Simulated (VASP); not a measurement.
A run of VASP 6.6.1 is set up as follows.

File INCAR:

```
PREC     = Accurate       # precision mode
ENCUT    = 520            # plane-wave cutoff, eV
EDIFF    = 1E-7           # SCF threshold, eV
ISMEAR   = 0              # smearing method
SIGMA    = 0.1            # smearing width, eV
LREAL    = F              # projectors in reciprocal space
LASPH    = T              # aspherical terms in the spheres
NELM     = 120            # most SCF steps
ALGO     = Normal         # electronic algorithm
ISIF     = 3              # what is computed and relaxed
LWAVE    = F              # write WAVECAR
LCHARG   = F              # write CHGCAR
GGA      = PE             # functional
IBRION   = 2              # ionic algorithm
NSW      = 60             # ionic steps
EDIFFG   = -0.005         # ionic threshold
POTIM    = 0.3            # step
KPAR     = 4
```

The input KPOINTS:

```
regular mesh
0
Gamma
  10 10 4
```

The input POSCAR:

```
Si2Ge                                   
1.0
    3.9281560547     -0.0000000000      0.0000000000
   -1.9640780274      3.4018829380     -0.0000000000
    0.0000000000      0.0000000000      9.6321606082
  Si              Ge            
     4     2
Direct
     1.0000000000000000    0.0000000000000000    0.8767885481498806
     0.3333333300000021    0.6666666699999979    0.7974849926132123
     0.0000000000000000    1.0000000000000000    0.1232114518501194
     0.6666666699999979    0.3333333300000021    0.2025150073867879
     0.3333333300000021    0.6666666699999979    0.5461609392013225
     0.6666666699999979    0.3333333300000021    0.4538390607986774
```

Potentials or basis: VASP PAW PBE potentials, release 64 (Si, Ge_d).

Launch:

```console
$ cat potpaw_PBE.64/Si/POTCAR potpaw_PBE.64/Ge_d/POTCAR > POTCAR
$ mpirun -np 4 vasp_std > vasp.out
```

Question: Estimate the band gap on the k mesh.

Answer: 0.42 eV, indirect (least direct gap 0.91 eV).

Question: Predict the relaxed volume.

Answer: 21.44 Å³/atom.

Forces on the atoms (eV/Å):
```
Si   0.000  0.000 -0.004
Si   0.000  0.000  0.003
Si   0.000  0.000  0.004
Si   0.000  0.000 -0.003
Ge   0.000  0.000 -0.004
Ge   0.000  0.000  0.004
```

A k mesh can miss the band edges.
